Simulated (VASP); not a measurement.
Data:

```yaml
crystal:
  lattice:
    - [0.00373, 6.50037, 6.49418]
    - [6.50037, 0.00373, 6.49418]
    - [3.25205, 3.25205, 0.00000]
  atoms:
    - { symbol: Mg, position: [0.00083, 0.00083, 0.99833] }
    - { symbol: Te, position: [0.12272, 0.12272, 0.25457] }
    - { symbol: Te, position: [0.12422, 0.62755, 0.24824] }
    - { symbol: Te, position: [0.62755, 0.12422, 0.24824] }
    - { symbol: Te, position: [0.62499, 0.62499, 0.25001] }
    - { symbol: Hg, position: [0.00041, 0.49957, 0.00002] }
    - { symbol: Hg, position: [0.49957, 0.00041, 0.00002] }
    - { symbol: Hg, position: [0.49971, 0.49971, 0.00058] }
```

These are PBEsol GGA, VASP's PBE PAW potentials (set 64) (plane waves; VASP 6.6.1) values and carry that method's errors. Settings: 400 eV cut-off, Gaussian smearing of 0.050 eV, potentials Mg Te Hg.

### Question
Give the energies of bands 23 to 36 at the high-symmetry points, in eV from the Fermi level.

### Answer

```json
[
 {"band": "23", "Γ": "-2.03", "Y": "-2.45", "C0": "-2.70", "Z": "-3.32", "A0": "-3.75", "T": "-3.86", "S": "-2.57", "R": "-3.56"},
 {"band": "24", "Γ": "-2.02", "Y": "-2.24", "C0": "-2.50", "Z": "-2.50", "A0": "-2.08", "T": "-2.04", "S": "-2.30", "R": "-2.36"},
 {"band": "25", "Γ": "-1.04", "Y": "-2.22", "C0": "-1.62", "Z": "-2.38", "A0": "-2.00", "T": "-2.01", "S": "-2.05", "R": "-2.30"},
 {"band": "26", "Γ": "-1.00", "Y": "-1.48", "C0": "-1.50", "Z": "-2.36", "A0": "-2.00", "T": "-2.00", "S": "-1.64", "R": "-2.16"},
 {"band": "27", "Γ": "-0.83", "Y": "-1.31", "C0": "-1.31", "Z": "-2.36", "A0": "-1.97", "T": "-1.98", "S": "-1.42", "R": "-2.03"},
 {"band": "28", "Γ": "-0.77", "Y": "-1.03", "C0": "-1.18", "Z": "-2.22", "A0": "-1.44", "T": "-0.97", "S": "-0.70", "R": "-1.65"},
 {"band": "29", "Γ": "-0.26", "Y": "-1.03", "C0": "-1.12", "Z": "-2.21", "A0": "-1.42", "T": "-0.92", "S": "-0.64", "R": "-1.46"},
 {"band": "30", "Γ": "-0.05", "Y": "-0.87", "C0": "-0.99", "Z": "-0.98", "A0": "-1.03", "T": "-0.81", "S": "-0.32", "R": "-1.42"},
 {"band": "31", "Γ": "-0.03", "Y": "-0.82", "C0": "-0.48", "Z": "-0.81", "A0": "-0.94", "T": "-0.77", "S": "-0.32", "R": "-1.40"},
 {"band": "32", "Γ": "0.00", "Y": "2.01", "C0": "1.90", "Z": "2.28", "A0": "1.44", "T": "0.79", "S": "1.01", "R": "1.97"},
 {"band": "33", "Γ": "0.82", "Y": "2.14", "C0": "2.04", "Z": "2.47", "A0": "1.75", "T": "1.27", "S": "1.42", "R": "2.33"},
 {"band": "34", "Γ": "1.38", "Y": "2.27", "C0": "2.33", "Z": "3.27", "A0": "1.88", "T": "1.69", "S": "2.33", "R": "2.35"},
 {"band": "35", "Γ": "2.49", "Y": "3.11", "C0": "3.19", "Z": "4.37", "A0": "2.70", "T": "2.46", "S": "2.95", "R": "3.18"},
 {"band": "36", "Γ": "2.65", "Y": "3.13", "C0": "3.49", "Z": "4.43", "A0": "2.71", "T": "2.46", "S": "4.13", "R": "4.02"}
]
```

It has no gap at this level: it comes out as a metal or semimetal.

The structure was generated: Hg3MgTe4 was put into an ordered model structure (Amm2), which need not be its known phase. It was relaxed first.
